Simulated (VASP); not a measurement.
Consider the following.

```xyz
1
Lattice="-1.7895 1.7895 1.7895 1.7895 -1.7895 1.7895 1.7895 1.7895 -1.7895" Properties=species:S:1:pos:R:3 pbc="T T T"
Zr     0.0000     0.0000     0.0000
```

These are r2SCAN meta-GGA with spin-orbit coupling, VASP's PBE PAW potentials (set 64) (plane waves; VASP) values and carry that method's errors. Run with 400 eV cut-off, 13×13×13 Γ-centred mesh, Gaussian smearing of 0.050 eV, potentials Zr_sv.

Task: Give the energies of bands 9 to 19 at the high-symmetry points, in eV from the Fermi level.

Result: 
```tsv
band	Γ	H	N	P
9	-5.77	-2.82	-3.00	-0.72
10	-5.77	-2.82	-3.00	-0.72
11	1.26	-2.82	-0.67	-0.57
12	1.26	-2.82	-0.67	-0.57
13	1.26	5.94	1.52	-0.57
14	1.26	5.94	1.52	-0.57
15	1.34	5.94	3.88	4.71
16	1.34	5.94	3.88	4.71
17	3.85	6.07	4.57	4.71
18	3.85	6.07	4.57	4.71
19	3.85	7.56	6.68	8.31
```

It has no gap at this level: it comes out as a metal or semimetal.

The structure comes from a computed database's Zr entry (Im-3m); how it stands against other phases isn't given here. It was relaxed first.
